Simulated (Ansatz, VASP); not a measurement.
# TiB2 (TiB2 in the AlB2 type): VASP beside Ansatz

One calculation is typed for both programs; each brings its own data sets. How far apart do they land? The cell is taken from a series of runs on this material, whose earlier steps may have relaxed, scaled, displaced or heated it; both programs get it as it stands.

Program: Ansatz 0.2.0. Level of theory: plane waves, with VASP 6.6.1 beside it; relaxation of cell and atoms at PBEsol and zone-centre phonons at PBEsol. Results are calculated unless marked as measured.

## Step 1: Starting point

The structure is hexagonal, space group P6/mmm (No. 191). Conventional cell: a = 3.018 Å, b = 3.018 Å, c = 3.183 Å, α = 90.00°, β = 90.00°, γ = 120.00°. Nearest to Ti lie 12 B at 2.36 Å. Nearest to B lie 3 B at 1.74 Å and 6 Ti at 2.36 Å. Farther neighbours are not listed.

As a file:

```cif
data_structure
_symmetry_space_group_name_H-M 'P 1'
_symmetry_Int_Tables_number 1
_cell_length_a 3.0184
_cell_length_b 3.0184
_cell_length_c 3.1826
_cell_angle_alpha 90.000
_cell_angle_beta 90.000
_cell_angle_gamma 120.000
_cell_volume 25.11
loop_
_atom_site_label
_atom_site_type_symbol
_atom_site_fract_x
_atom_site_fract_y
_atom_site_fract_z
_atom_site_occupancy
Ti1 Ti 0.00000 0.00000 0.00000 1
B2 B 0.33333 0.66667 0.50000 1
B3 B 0.66667 0.33333 0.50000 1
```

## Step 2: VASP: relaxation of cell and atoms, PBEsol, pair 1

The relaxed volume is the usual yardstick between codes: in a stiff, nearly cubic crystal its relative difference is about their pressure difference at one cell divided by the bulk modulus.

Lines of VASP's logs that name or quote its potential files are left out, and so is its time.

INCAR

```
SYSTEM = TiB2
PREC = Accurate
ENCUT = 500
EDIFF = 1E-07
NELM = 120
ISMEAR = 0
SIGMA = 0.1
LREAL = .FALSE.
ALGO = Normal
GGA = PS
NBANDS = 15
LASPH = .TRUE.
LORBIT = 11
LWAVE = .FALSE.
LCHARG = .FALSE.
ISIF = 3
IBRION = 2
NSW = 80
EDIFFG = -0.005
GGA_COMPAT = .FALSE.
NELMIN = 4
KPAR = 2
```

POSCAR

```
TiB2
1.0
    3.0184160000      0.0000030000      0.0000000000
   -1.5092100000      2.6140240000      0.0000000000
    0.0000000000      0.0000000000      3.1826410000
Ti B
1 2
Direct
    0.0000000000      0.0000000000      0.0000000000
    0.3333329849      0.6666664116      0.5000001571
    0.6666664925      0.3333332058      0.5000001571
```

KPOINTS

```
Automatic mesh
0
Gamma
12 12 10
0 0 0
```

The projector-augmented-wave data sets are Ti_sv and B (PBE family, release 64).

Run with:

```bash
$ mpirun -np 2 vasp_std
```

Numbers of over 12 decimals in the logs are rounded to 6 here.

The log of the run:

```text
[banner, memory and clock lines left out]
running    2 mpi-ranks, on    1 nodes
 distrk:  each k-point on    1 cores,    2 groups
 distr:  one band on    1 cores,    1 groups

 POSCAR found type information on POSCAR TiB
 POSCAR found :  2 types and       3 ions
|                                                                             |
|               ----> ADVICE to this user running VASP <----                  |
|                                                                             |
|     You enforced a specific xc type in the INCAR file but a different       |
|     [... a line on the potential file left out ...]
|     I HOPE YOU KNOW WHAT YOU ARE DOING!                                     |
|                                                                             |

 LDA part: xc-table for (Slater+PW92), standard interpolation
 POSCAR, INCAR and KPOINTS ok, starting setup
 FFT: planning ... GRIDC
 FFT: planning ... GRID_SOFT
 FFT: planning ... GRID
 WAVECAR not read
 entering main loop
       N       E                     dE             d eps       ncg     rms          rms(c)
DAV:   1     0.122386029413E+03    0.12239E+03   -0.89365E+03  3420   0.133E+03
DAV:   2    -0.231161821823E+02   -0.14550E+03   -0.14075E+03  3616   0.359E+02
DAV:   3    -0.306252051371E+02   -0.75090E+01   -0.74213E+01  4894   0.787E+01
DAV:   4    -0.308318388033E+02   -0.20663E+00   -0.20649E+00  4284   0.115E+01
DAV:   5    -0.308363381782E+02   -0.44994E-02   -0.44992E-02  5013   0.147E+00    0.176E+01
DAV:   6    -0.257788728044E+02    0.50575E+01   -0.20558E+01  4746   0.522E+01    0.388E+00
DAV:   7    -0.257915550075E+02   -0.12682E-01   -0.11101E+00  3693   0.120E+01    0.353E+00
DAV:   8    -0.257946776013E+02   -0.31226E-02   -0.85372E-02  5549   0.250E+00    0.686E-01
DAV:   9    -0.257929955906E+02    0.16820E-02   -0.29483E-02  4263   0.231E+00    0.202E-01
DAV:  10    -0.257927324206E+02    0.26317E-03   -0.30705E-03  4292   0.726E-01    0.988E-02
DAV:  11    -0.257926978712E+02    0.34549E-04   -0.20557E-04  4748   0.153E-01    0.663E-02
DAV:  12    -0.257926714306E+02    0.26441E-04   -0.92355E-05  4086   0.123E-01    0.171E-02
DAV:  13    -0.257926715900E+02   -0.15940E-06   -0.55518E-06  4608   0.202E-02    0.331E-03
DAV:  14    -0.257926713213E+02    0.26865E-06   -0.78478E-07  4751   0.972E-03    0.865E-04
DAV:  15    -0.257926713962E+02   -0.74921E-07   -0.31777E-08  1951   0.183E-03
   1 F= -.25792671E+02 E0= -.25791432E+02  d E =-.257927E+02
[...]
2 F= -.25792692E+02 E0= -.25791444E+02  d E =-.206328E-04
[...]
3 F= -.25792718E+02 E0= -.25791473E+02  d E =-.468341E-04
 curvature:  -0.29 expect dE=-0.412E-05 dE for cont linesearch -0.527E-08
 trial: gam= 0.07471 g(F)=  0.614E-42 g(S)=  0.142E-04 ort = 0.174E-05 (trialstep = 0.914E+00)
 search vector abs. value=  0.154E-04
 bond charge predicted
       N       E                     dE             d eps       ncg     rms          rms(c)
DAV:   1    -0.257927426532E+02   -0.24449E-04   -0.79613E-04  3917   0.414E-01    0.322E-02
DAV:   2    -0.257927289050E+02    0.13748E-04   -0.59774E-05  3655   0.947E-02    0.171E-02
DAV:   3    -0.257927253684E+02    0.35366E-05   -0.61070E-06  4745   0.291E-02    0.801E-03
DAV:   4    -0.257927243609E+02    0.10075E-05   -0.22276E-06  5232   0.151E-02    0.151E-03
DAV:   5    -0.257927244350E+02   -0.74142E-07   -0.17496E-07  3125   0.442E-03
   4 F= -.25792724E+02 E0= -.25791475E+02  d E =-.620473E-05
 trial-energy change:   -0.000006  1 .order   -0.000006   -0.000013    0.000000
 step:   0.8802(harm=  0.8802)  dis= 0.00000  next Energy=   -25.792725 (dE=-0.631E-05)
 reached required accuracy - stopping structural energy minimisation
```

Parts of OUTCAR (step 2):

```text
ion  position               nearest neighbor table
   1  0.000  0.000  0.000-   2 2.36   2 2.36   3 2.36   3 2.36   2 2.36   2 2.36   3 2.36   3 2.36
                             3 2.36   2 2.36   3 2.36   2 2.36
   2  0.333  0.667  0.500-   3 1.74   3 1.74   3 1.74   1 2.36   1 2.36   1 2.36   1 2.36   1 2.36
                             1 2.36
   3  0.667  0.333  0.500-   2 1.74   2 1.74   2 1.74   1 2.36   1 2.36   1 2.36   1 2.36   1 2.36
                             1 2.36

  LATTYP: Found a hexagonal cell.
 ALAT       =     3.0184160000
 C/A-ratio  =     1.0544076761

 Subroutine GETGRP returns: Found 24 space group operations
 (whereof 24 operations were pure point group operations)

The static configuration has the point symmetry D_6h.

 Found    114 irreducible k-points:

   k-points           NKPTS =    114   k-points in BZ     NKDIM =    114   number of bands    NBANDS=     15

   dimension x,y,z NGX =    24 NGY =   24 NGZ =   24
   dimension x,y,z NGXF=    48 NGYF=   48 NGZF=   48

   ENCUT  =  500.0 eV  36.75 Ry    6.06 a.u.   5.50  5.50  5.80*2*pi/ulx,y,z

   NELECT =      18.0000    total number of electrons

 k-points in reciprocal lattice and weights: Automatic mesh
   0.00000000  0.00000000  0.00000000       0.001
   0.08333333  0.00000000  0.00000000       0.004
   0.16666667  0.00000000  0.00000000       0.004
   0.25000000  0.00000000  0.00000000       0.004
   0.33333333  0.00000000  0.00000000       0.004
   0.41666667  0.00000000  0.00000000       0.004
   0.50000000  0.00000000  0.00000000       0.002
   0.08333333  0.08333333  0.00000000       0.004
   0.16666667  0.08333333  0.00000000       0.008
[...]
0.33333333  0.25000000  0.50000000       0.008
   0.33333333  0.33333333  0.50000000       0.001

 average (electrostatic) potential at core
       1 -70.4411       2 -22.1873       3 -22.1873

 E-fermi :  10.1421

 k-point     1 :       0.0000    0.0000    0.0000
  band No.  band energies     occupation
    ...
      5      -3.4368      2.00000
      6       7.4276      2.00000
      7       7.4276      2.00000
      8       7.9301      2.00000
      9       7.9557      2.00000
     10      12.0880      0.00000
     11      12.0880      0.00000
     12      13.9661      0.00000
     13      13.9661      0.00000
     14      15.9075      0.00000
    ...

 k-point     2 :       0.0833    0.0000    0.0000
  band No.  band energies     occupation
    ...
      5      -3.3013      2.00000
      6       7.0475      2.00000
      7       7.4086      2.00000
      8       7.8102      2.00000
      9       8.0216      2.00000
     10      12.0475      0.00000
     11      12.3322      0.00000
     12      13.4081      0.00000
     13      13.4979      0.00000
     14      16.4597      0.00000
    ...

 k-point     3 :       0.1667    0.0000    0.0000
  band No.  band energies     occupation
    ...
      5      -2.9032      2.00000
      6       6.0715      2.00000
      7       7.3367      2.00000
      8       7.5420      2.00000
      9       8.1687      2.00000
     10      11.9388      0.00000
     11      12.6350      0.00000
     12      12.9250      0.00000
     13      12.9412      0.00000
     14      17.1268      0.00000
    ...

  Total        0.0011881      0.0011881      0.0000661      0.0000000      0.0000000      0.0000000
  in kB        0.0756974      0.0756974      0.0042104      0.0000000      0.0000000      0.0000000
  external PRESSURE =       0.0518684 kB  Pullay stress =       0.0000000 kB

  energy-cutoff  :      500.00
  volume of cell :       25.15
      direct lattice vectors                 reciprocal lattice vectors
     3.018776444  0.000003000  0.000000000     0.331259848  0.191253284 -0.000000000
    -1.509390222  2.614336153  0.000000000    -0.000000380  0.382506062 -0.000000000
     0.000000000  0.000000000  3.186243833    -0.000000000 -0.000000000  0.313849176

 POSITION                                       TOTAL-FORCE (eV/Angst)
 -----------------------------------------------------------------------------------
     -1.50939      2.61434      0.00000         0.000000     -0.000000      0.000000
     -0.00000      1.74289      1.59312        -0.000000     -0.000000      0.000000
      1.50939      0.87145      1.59312         0.000000      0.000000      0.000000
 -----------------------------------------------------------------------------------
    total drift:                                0.000023      0.000023     -0.000023

  FREE ENERGIE OF THE ION-ELECTRON SYSTEM (eV)
  ---------------------------------------------------
  free  energy   TOTEN  =       -25.7927244350 eV

  energy  without entropy=      -25.7902259866  energy(sigma->0) =      -25.79147521

 reached required accuracy - stopping structural energy minimisation

 total charge
# of ion       s       p       d       tot
------------------------------------------
    1        2.183   6.223   2.069  10.474
    2        0.687   1.335   0.000   2.022
    3        0.687   1.335   0.000   2.022
--------------------------------------------------
tot          3.557   8.894   2.069  14.519

[... 3 further parts left out ...]
```

CONTCAR:

```
TiB2
   1.00000000000000
     3.0187764436249775    0.0000030004405404    0.0000000000000000
    -1.5093902219800477    2.6143361533176517    0.0000000000000000
     0.0000000000000000    0.0000000000000000    3.1862438326508342
  Ti              B
     1     2
Direct
     0.0000000000000000    1.0000000000000000    0.0000000000000000
     0.3333329848999966    0.6666664115999978    0.5000001570999970
     0.6666664924999992    0.3333332058000025    0.5000001570999970
```

The run keeps the 24 symmetry operations of its start, so it cannot find a distortion of lower symmetry.

## Step 3: Ansatz: relaxation of cell and atoms, PBEsol, pair 1

Ansatz runs on its PAW soft_1 files.

The same cell, functional, mesh and smearing now go to Ansatz, which takes its cutoff from its data sets.

input.yaml

```yaml
crystal:
  lattice:
    - [3.0184160988, 2.6686e-06, 0.0]
    - [-1.5092103605, 2.6140236864, 0.0]
    - [0.0, 0.0, 3.1826411073]
  atoms:
    - { symbol: Ti, position: [0.0, 0.0, 0.0] }
    - { symbol: B, position: [0.3333333333, 0.6666666667, 0.5] }
    - { symbol: B, position: [0.6666666667, 0.3333333333, 0.5] }
kpoints:
  mp_grid: { grid: [12, 12, 10] }
hamiltonian:
  xc: pbesol
  pseudopotentials: { kind: paw, azcp: { folder: soft_1 }, xc_functional: pbe }
scf:
  occupations: { method: gaussian, width: 0.1 }
output:
  forces: true
  stress: true
  eigenvalues: true
relax:
  adjacent_minimum: "off"
  f_tol: 0.005
  max_steps: 80
  cell: { stress_tol: 0.05 }
```

Run with:

```bash
$ ansatz run input.yaml --threads 4 --pin off --max-ram 12288MiB --backend cpu --events-out ev --progress --plain --runs-dir out
```

The log of the run:

```text
Engine: ansatz 0.2.0, x86_64-unknown-linux-gnu
Pseudopotentials: kind: paw
Pseudopotential: Ti, paw, valence charge 12, recommended cutoff 420 eV (normal), soft_1/Ti.paw.azcp
Pseudopotential: B, paw, valence charge 3, recommended cutoff 420 eV (normal), soft_1/B.paw.azcp
Functional definition: PBEsol
  exchange = pbesol_x
  correlation = pbesol_c
Crystal: 3 atoms, lattice volume = 25.112 Å³
Basis set: ecut = 420 eV, 503 PW (Γ), exchange–correlation on 48×48×48 points (8 copies of the dense FFT grid, shifted against one another)
Bands: 13, of which v1, the nominal top of the filled ones, is band 9 counted from 1 (8 counted from 0)
Symmetry: 24 space group operations
Space group: P6/mmm (ITA 191), of the structure as read, at distance tolerance 2.9e-5 Å
k-points: 114 of 1440
Non-local potential: Ti, projectors of the file, l = 0: 3, l = 1: 2, l = 2: 3, l = 3: 1
Non-local potential: B, projectors of the file, l = 0: 2, l = 1: 2, l = 2: 1
PAW form: soft (Blöchl's): semilocal exchange-correlation on the pseudo side does not see the compensation charge
PAW frozen core: Ti, regenerated for the run's functional, and the local potential with it (the file was generated under x = pbe(κ = 0.804, μ = 0.219515), c = pbe(β = 0.066725))
PAW frozen core: B, regenerated for the run's functional, and the local potential with it (the file was generated under x = pbe(κ = 0.804, μ = 0.219515), c = pbe(β = 0.066725))
PAW one-centre angular grid: Ti, 590 points (default); XC on 64 Gauss nodes
PAW one-centre angular grid: B, 110 points (default); XC on 64 Gauss nodes
Initial density: superposition of atomic densities (chi_scale 0.1, normalization cell, long waves kept (reshape's long-wave potential 0.00 eV rms))
Initial wavefunctions: pseudopotential atomic-orbital guess
Functional: x = pbesol(κ = 0.804, μ = 0.123457), c = pbesol(β = 0.046)
SCF iter   1: F=—  HF=-2783.789941 eV  |F-HF|=—  |Δ(HF+E_count)|=         —  Δρ=1.08e-1  dr2=4.54e0  ethr=3.10e-3  ⟨swp⟩=4.4  Hψ=7096  notcnv=0
preconditioner: auto → none  [metal: Δε(μ)=0.023 eV  Ē_g=9.582 eV  σ=0.100 eV  W_gap=0.13  n_scr=8 (ndim 8)  ℏωp=23.4 eV  f_vac=0.000  D(μ)=0.41/eV (n_scr^D=0)  sad-step TF]
SCF iter   2: F=—  HF=-2783.172258 eV  |F-HF|=—  |Δ(HF+E_count)|=   6.18e-1  Δρ=7.13e-2  dr2=2.16e0  ethr=3.10e-3  ⟨swp⟩=2.0  Hψ=2842  notcnv=0
SCF iter   3: F=—  HF=-2782.632313 eV  |F-HF|=—  |Δ(HF+E_count)|=   5.40e-1  Δρ=8.79e-3  dr2=2.39e-2  ethr=3.10e-3  ⟨swp⟩=3.1  Hψ=2946  notcnv=0
SCF iter   4: F=—  HF=-2782.629932 eV  |F-HF|=—  |Δ(HF+E_count)|=   2.38e-3  Δρ=1.08e-3  dr2=2.29e-4  ethr=1.33e-4  ⟨swp⟩=2.0  Hψ=2819  notcnv=0
SCF iter   5: F=—  HF=-2782.629983 eV  |F-HF|=—  |Δ(HF+E_count)|=   5.01e-5  Δρ=3.18e-4  dr2=3.99e-5  ethr=1.27e-6  ⟨swp⟩=2.0  Hψ=2063  notcnv=0
SCF iter   6: F=—  HF=-2782.629973 eV  |F-HF|=—  |Δ(HF+E_count)|=   9.39e-6  Δρ=8.76e-5  dr2=2.47e-6  ethr=2.22e-7  ⟨swp⟩=2.3  Hψ=2112  notcnv=0
SCF iter   7: F=-2782.629973 eV  HF=-2782.629973 eV  |F-HF|=7.53e-9  |Δ(HF+E_count)|=   5.55e-7  Δρ=5.95e-6  dr2=9.14e-9  ethr=5.56e-10  ⟨swp⟩=2.8  Hψ=5475  notcnv=0
SCF 1 converged in 7 iterations: F = -2782.629973 eV  dr2 = 9.14e-9
  greatest PAW one-centre occupation: 0.998 electrons in one spin orbital (limit 2), on the Ti atom at site 0 (counted from 0), in its partial waves of l = 0
relax step   1: F+E_penalty+E_count = -2782.62997257 eV  Δ(F+E_penalty+E_count) = +0.000e0 eV  max|allowed force component| = 2.344e-16 eV/Å  Δτ_max = 0.0000 Å  P = -0.046 GPa  Ω = 25.112 Å³  (7 SCF iters, dr2 threshold 1.00e-7 eV, accepted)
[...]
relax step   2: F+E_penalty+E_count = -2782.62999618 eV  Δ(F+E_penalty+E_count) = -2.361e-5 eV  max|allowed force component| = 1.850e-16 eV/Å  Δτ_max = 0.0000 Å  P = -0.029 GPa  Ω = 25.114 Å³  energy of the carried Pulay correction = -8.487e-7 eV  (6 SCF iters, dr2 threshold 1.52e-7 eV, accepted)
[...]
relax step   3: F+E_penalty+E_count = -2782.63000270 eV  Δ(F+E_penalty+E_count) = -6.516e-6 eV  max|allowed force component| = 2.159e-16 eV/Å  Δτ_max = 0.0000 Å  P = -0.029 GPa  Ω = 25.114 Å³  stress off target by 3.68e-2 GPa  SCF on the basis re-selected at this cell (its energy is not comparable with the rows above)  (7 SCF iters)
basis re-selected at this cell: Δ(F+E_penalty+E_count) = -6.516e-6 eV, ΔP = -0.000 GPa vs the last step (what re-selecting the basis moved, of the pressure what is left beyond the Pulay correction that the steps carried, after the strain that the cell walked since its last selection, with what the two solves' SCF thresholds leave and, on support functions, any second-order correction that the steps lacked; it is no m [...]
SCF converged after 7 iterations
Free energy (F): -2782.630003 eV
Harris-Foulkes:  -2782.630003 eV  (|F-HF|=0.00e0)
Internal energy: -2782.627503 eV  (E = F + TS)
E sigma→0 (E₀):  -2782.628753 eV
Entropy (-TS):   -0.002500 eV (-0.833 meV/atom)
Fermi energy:    15.370498 eV
--- Per-component energies (eV) ---
  E_band       = -88.915386
  E_kinetic    = 384.681413
  E_local      = -828.922775  (includes V_loc(G=0)·N_el)
  E_nonlocal   = 77.199723
  E_hartree    = 341.462758
  E_xc         = -183.849886
  E_vxc        = -226.492350  (∫ρ·V_xc dr)
  E_paw        = -1167.222857  (= ΣΔE_a)
  E_vpaw       = -178.306833  (= ΣTr[D̂ρ^β])
  E_aug_tail   = -0.000080  (compensation charges beyond the density's cutoff)
  E_ewald      = -1406.144605
  E_core_change = 0.168806  (= ΣΔE_core)
  E_smearing   = -0.002500  (= −TS)
  E_closure    = 0.000000  (closes the sum)
  Σ components = -2782.630003   (vs F -2782.630003, Δ=0.00e0)
--- Forces (eV/Å), atoms counted from 1 ---
  atom   1  Ti     0.00000000     0.00000000     0.00000000
  atom   2  B     -0.00000000    -0.00000000    -0.00000000
  atom   3  B      0.00000000     0.00000000     0.00000000
  max |Σ_I F_I| component: 5.55e-17 eV/Å
--- Stress (GPa, compression-positive) ---
       -0.025578       0.000000      -0.000000
       -0.000000      -0.025578       0.000000
       -0.000000       0.000000      -0.036773
  P = ⅓ Tr σ = -0.0293 GPa (-0.293 kbar)
--- Band table (eV; the first three rows and the last of 114) ---
  k-point 0: bands = [... 5 lower, 12.6443, 12.6443, 13.1519, 13.1762, 17.3277, 17.3277, 19.1989, 19.1989]
  k-point 1: bands = [... 5 lower, 11.8601, 12.7541, 12.7541, 14.3315, 16.9694, 16.9694, 18.9551, 18.9551]
  k-point 2: bands = [... 5 lower, 10.4891, 13.0791, 13.0791, 15.3594, 16.2783, 16.2783, 18.2960, 18.2960]
  k-point 113: bands = [... 5 lower, 6.7278, 9.6198, 12.1335, 12.1335, 18.0050, 19.8242, 19.8242, 20.0143]
--- Relaxed structure (2 steps of the walk, 2 accepted, 1 SCFs on fresh bases) ---
  F+E_penalty+E_count = -2782.63000270 eV   max|allowed force component| = 2.159e-16 eV/Å   (the final SCF, on the basis selected at the relaxed cell)
  cell:  # Å, volume = 25.1139 Å³
    - [3.017376, 2.6676947840783014e-6, 0]
    - [-1.508690, 2.613123, 0]
    - [0, 0, 3.185111]
  atoms:
    - { symbol: Ti, position: [0, 0, 0] }
    - { symbol: B, position: [0.333333, 0.666667, 0.500000] }
    - { symbol: B, position: [0.666667, 0.333333, 0.500000] }
```

## Step 4: Differences

Known differences besides the potentials themselves: the cutoff is 420 eV in Ansatz and 500 eV in VASP; Ansatz makes its cores anew for this functional, VASP keeps those of its PBE data sets; Ansatz adds a Pulay correction to the stress that steers its cell, VASP none. Total energies have different zeros and are not compared.

The two programs side by side:

```tsv
quantity	Ansatz	VASP	difference
volume (Å³)	25.11	25.15	-0.13 %
edge a after relaxation, in the typed setting (Å)	3.017	3.019	-0.05 %
edge c after relaxation, in the typed setting (Å)	3.185	3.186	-0.03 %
```

[end of part 1 of 2]

[Lines on the potential files, build, host, timing and source positions are cut from VASP's logs without a mark.]

[Logs are printed without paths, hosts, clocks, repeated set-up lines and the standing remarks that a program may print on its own settings, such as how far it seeks lower states.]

[Hosts, paths, dates, database ids (printed as entryN), source tags and the programs' standing remarks are cut or masked in the printed files.]
